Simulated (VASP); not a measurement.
These are r2SCAN meta-GGA, VASP's PBE PAW potentials (set 64) (plane waves; VASP 6.6.1) values and carry that method's errors.

Input for VASP

INCAR:
```
# general
SYSTEM  = PbTe
PREC    = Accurate
ENCUT   = 400
LREAL   = .FALSE.
LASPH   = .TRUE.

# electronic loop
EDIFF   = 1E-6
NELM    = 100
ALGO    = Normal
LMAXMIX = 4
LMIXTAU = .TRUE.

# smearing
ISMEAR  = 0
SIGMA   = 0.05

# functional
METAGGA = R2SCAN

# ions
IBRION  = 2
NSW     = 60
ISIF    = 3
EDIFFG  = -0.01

# output
LWAVE   = .FALSE.
LCHARG  = .FALSE.
```

File KPOINTS:
```
Automatic mesh
0
Gamma
7 7 7
0 0 0
```

POSCAR:
```
PbTe
1
    0.0000000000     3.2300000000     3.2300000000
    3.2300000000     0.0000000000     3.2300000000
    3.2300000000     3.2300000000     0.0000000000
Te Pb
1 1
Direct
  0.5000000000   0.5000000000   0.5000000000
  0.0000000000   0.0000000000   0.0000000000
```

POTCAR, in this order: Te Pb_d (PBE.64 set). Program: vasp_std.

Output of the run:

### OUTCAR
```
 ion  position               nearest neighbor table
   1  0.500  0.500  0.500-   2 3.23   2 3.23   2 3.23   2 3.23   2 3.23   2 3.23
   2  0.000  0.000  0.000-   1 3.23   1 3.23   1 3.23   1 3.23   1 3.23   1 3.23
  LATTYP: Found a face centered cubic cell.
 ALAT       =     6.4600000000
 Subroutine PRICEL returns:
 Original cell was already a primitive cell.
 Subroutine GETGRP returns: Found 48 space group operations
The static configuration has the point symmetry O_h .
The dynamic configuration has the point symmetry O_h .
 Subroutine INISYM returns: Found 48 space group operations
 Subroutine IBZKPT returns following result:
 Found     20 irreducible k-points:

 Following reciprocal coordinates:
            Coordinates               Weight
  0.000000  0.000000  0.000000      1.000000
  0.142857  0.000000  0.000000      8.000000
  0.285714  0.000000  0.000000      8.000000
  0.428571  0.000000  0.000000      8.000000
  0.142857  0.142857  0.000000      6.000000
  0.285714  0.142857  0.000000     24.000000
  0.428571  0.142857  0.000000     24.000000
 -0.428571  0.142857  0.000000     24.000000
 -0.285714  0.142857  0.000000     24.000000
 -0.142857  0.142857  0.000000     12.000000
  0.285714  0.285714  0.000000      6.000000
  0.428571  0.285714  0.000000     24.000000
 -0.428571  0.285714  0.000000     24.000000
 -0.285714  0.285714  0.000000     12.000000
  0.428571  0.428571  0.000000      6.000000
 -0.428571  0.428571  0.000000     12.000000
  0.428571  0.285714  0.142857     24.000000
 -0.428571  0.285714  0.142857     48.000000
 -0.428571  0.428571  0.142857     24.000000
 -0.285714  0.428571  0.142857     24.000000
   k-points           NKPTS =     20   k-points in BZ     NKDIM =     20   number of bands    NBANDS=     14
   number of dos      NEDOS =    301   number of ions     NIONS =      2
   total plane-waves  NPLWV =  27000
   dimension x,y,z NGX =    30 NGY =   30 NGZ =   30
...
```

OSZICAR:
```
       N       E                     dE             d eps       ncg     rms          rms(c)
DAV:   1     0.639612433352E+02    0.63961E+02   -0.83368E+03   560   0.116E+03
DAV:   2    -0.775003119800E+02   -0.14146E+03   -0.13856E+03   602   0.313E+02
DAV:   3    -0.868465069265E+02   -0.93462E+01   -0.93162E+01   734   0.903E+01
DAV:   4    -0.870557890974E+02   -0.20928E+00   -0.20923E+00   668   0.168E+01
DAV:   5    -0.870636404132E+02   -0.78513E-02   -0.78513E-02   746   0.277E+00    0.340E+00
DAV:   6    -0.825999205454E+02    0.44637E+01   -0.18922E+00   668   0.268E+01    0.288E+00
DAV:   7    -0.825814557685E+02    0.18465E-01   -0.71321E-01   560   0.911E+00    0.171E+00
DAV:   8    -0.825783437114E+02    0.31121E-02   -0.72395E-01   560   0.508E+00    0.609E-01
DAV:   9    -0.826655672827E+02   -0.87224E-01   -0.60779E-02   572   0.191E+00    0.556E-01
DAV:  10    -0.826357082390E+02    0.29859E-01   -0.39192E-02   560   0.136E+00    0.100E+00
DAV:  11    -0.826886007527E+02   -0.52893E-01   -0.19746E-01   560   0.279E+00    0.216E-01
DAV:  12    -0.826911690028E+02   -0.25683E-02   -0.10129E-02   650   0.697E-01    0.125E-01
DAV:  13    -0.826931862629E+02   -0.20173E-02   -0.90331E-04   584   0.266E-01    0.800E-02
DAV:  14    -0.826925312522E+02    0.65501E-03   -0.67135E-03   560   0.908E-01    0.189E-01
DAV:  15    -0.826940658098E+02   -0.15346E-02   -0.24560E-03   560   0.562E-01    0.148E-02
DAV:  16    -0.826940412792E+02    0.24531E-04   -0.56899E-05   686   0.669E-02    0.891E-03
DAV:  17    -0.826940741346E+02   -0.32855E-04   -0.30810E-05   566   0.652E-02    0.343E-03
DAV:  18    -0.826940707476E+02    0.33870E-05   -0.26738E-06   566   0.192E-02    0.185E-03
DAV:  19    -0.826940736184E+02   -0.28708E-05   -0.70777E-07   358   0.113E-02    0.832E-04
DAV:  20    -0.826940715133E+02    0.21051E-05   -0.31801E-07   298   0.915E-03    0.529E-04
DAV:  21    -0.826940723715E+02   -0.85817E-06   -0.86617E-08   298   0.319E-03
   1 F= -.82694072E+02 E0= -.82694072E+02  d E =-.826941E+02
       N       E                     dE             d eps       ncg     rms          rms(c)
DAV:   1    -0.830641460546E+02   -0.37007E+00   -0.13187E+01   680   0.693E+01    0.329E+00
DAV:   2    -0.827527146752E+02    0.31143E+00   -0.67167E-01   680   0.146E+01    0.128E+00
DAV:   3    -0.826945770618E+02    0.58138E-01   -0.23548E-01   696   0.863E+00    0.243E-01
DAV:   4    -0.827013084994E+02   -0.67314E-02   -0.22011E-02   560   0.144E+00    0.156E-01
DAV:   5    -0.826951427411E+02    0.61658E-02   -0.19584E-02   560   0.117E+00    0.108E-01
DAV:   6    -0.827030330957E+02   -0.78904E-02   -0.10287E-02   560   0.840E-01    0.768E-02
DAV:   7    -0.826984801543E+02    0.45529E-02   -0.49652E-03   560   0.639E-01    0.479E-02
DAV:   8    -0.827029681946E+02   -0.44880E-02   -0.61634E-03   560   0.683E-01    0.134E-02
DAV:   9    -0.827030532126E+02   -0.85018E-04   -0.16839E-04   596   0.978E-02    0.916E-03
DAV:  10    -0.827030576721E+02   -0.44596E-05   -0.22865E-05   596   0.555E-02    0.467E-03
DAV:  11    -0.827030572168E+02    0.45538E-06   -0.15959E-05   560   0.523E-02    0.249E-03
DAV:  12    -0.827030688391E+02   -0.11622E-04   -0.22098E-06   520   0.199E-02    0.152E-03
DAV:  13    -0.827030685150E+02    0.32410E-06   -0.30009E-07   280   0.506E-03
   2 F= -.82703069E+02 E0= -.82703069E+02  d E =-.899614E-02
       N       E                     dE             d eps       ncg     rms          rms(c)
DAV:   1    -0.827363153692E+02   -0.33247E-01   -0.10758E+00   680   0.185E+01    0.988E-01
DAV:   2    -0.827086965160E+02    0.27619E-01   -0.60612E-02   680   0.447E+00    0.373E-01
DAV:   3    -0.827042588141E+02    0.44377E-02   -0.18480E-02   680   0.244E+00    0.697E-02
DAV:   4    -0.827045779365E+02   -0.31912E-03   -0.16605E-03   560   0.411E-01    0.467E-02
DAV:   5    -0.827042528047E+02    0.32513E-03   -0.16452E-03   560   0.343E-01    0.331E-02
DAV:   6    -0.827047916941E+02   -0.53889E-03   -0.50284E-04   560   0.181E-01    0.272E-02
DAV:   7    -0.827041207965E+02    0.67090E-03   -0.47064E-04   560   0.203E-01    0.156E-02
DAV:   8    -0.827047978994E+02   -0.67710E-03   -0.79365E-04   560   0.254E-01    0.343E-03
DAV:   9    -0.827047991479E+02   -0.12485E-05   -0.18433E-05   596   0.317E-02    0.364E-03
DAV:  10    -0.827048000789E+02   -0.93101E-06   -0.86274E-07   394   0.940E-03
   3 F= -.82704800E+02 E0= -.82704800E+02  d E =-.107277E-01
```

**OUTCAR**
```
------------------------ aborting loop because EDIFF is reached ----------------------------------------
  FORCE on cell =-STRESS in cart. coord.  units (eV):
  Direction    XX          YY          ZZ          XY          YZ          ZX
  --------------------------------------------------------------------------------------
  Total        0.0034644      0.0034644      0.0034644      0.0000000      0.0000000     -0.0000000
  in kB        0.0796617      0.0796617      0.0796617      0.0000000      0.0000000     -0.0000000
  external PRESSURE =       0.0796617 kB  Pullay stress =       0.0000000 kB
  volume of cell :       69.68
      direct lattice vectors                 reciprocal lattice vectors
     0.000000000  3.266018320  3.266018320    -0.153091609  0.153091609  0.153091609
     3.266018320 -0.000000000  3.266018320     0.153091609 -0.153091609  0.153091609
     3.266018320  3.266018320  0.000000000     0.153091609  0.153091609 -0.153091609
  FREE ENERGIE OF THE ION-ELECTRON SYSTEM (eV)
  ---------------------------------------------------
  free  energy   TOTEN  =       -82.7048000789 eV

  energy  without entropy=      -82.7048000789  energy(sigma->0) =      -82.70480008

 reached required accuracy - stopping structural energy minimisation
```
(Selected blocks of OUTCAR.)

### CONTCAR
```
PbTe
   1.00000000000000
     0.0000000000000000    3.2660183198900365    3.2660183198900365
     3.2660183198900365   -0.0000000000000000    3.2660183198900365
     3.2660183198900365    3.2660183198900365    0.0000000000000000
  Te              Pb
     1     1
Direct
     0.5000000000000000    0.5000000000000000    0.5000000000000000
     0.0000000000000000    0.0000000000000000    0.0000000000000000
```

Energy and stress use the plane-wave basis of the starting cell.

The compound is PbTe in the rock salt structure. This run relaxes it. Symmetry was kept, so distortions that lower it aren't found.
